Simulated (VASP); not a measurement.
The system is Ru.

```
Ru
1.0
     2.71900    0.00000    0.00000
    -1.35950    2.35472    0.00000
     0.00000    0.00000    4.29677
Ru
2
Direct
  0.33333 0.66667 0.25000
  0.66667 0.33333 0.75000
```

Base run:

* Program: VASP 6.6.1
* Functional: PBEsol
* Potentials or basis: VASP PAW PBE potentials, release 64 (Ru_pv)
* Cutoff: 600 eV
* k mesh: 18 × 18 × 10
* Occupations: methfessel-paxton, width 0.1 eV
* Spin: no spin polarisation

Its results: band gap on the k mesh none (metal or under the smearing width); pressure -10.5 GPa.

**Question.** After a change of settings the same cell gave: band gap on the k mesh none (metal or under the smearing width); pressure 0.0 GPa. Which change was it?
A. functional from PBEsol to LDA; potentials or basis from VASP PAW PBE potentials, release 64 (Ru_pv) to VASP PAW LDA potentials, release 64 (Ru_pv); cutoff from 600 eV to 450 eV
B. functional from PBEsol to PBE; cutoff from 600 eV to 450 eV
C. cutoff from 600 eV to 300 eV
D. functional from PBEsol to r2SCAN; cutoff from 600 eV to 450 eV; further incar settings from ALGO = Fast; EDIFF = 1e-06; NBANDS = 21 to ALGO = Normal; EDIFF = 1e-06; NBANDS = 21

**Answer.** B.

PBE binds less tightly than PBEsol, so the same cell stands under more pressure.

Caveats: the PAW data sets were made with another functional, which shifts forces and pressure a little (some runs).
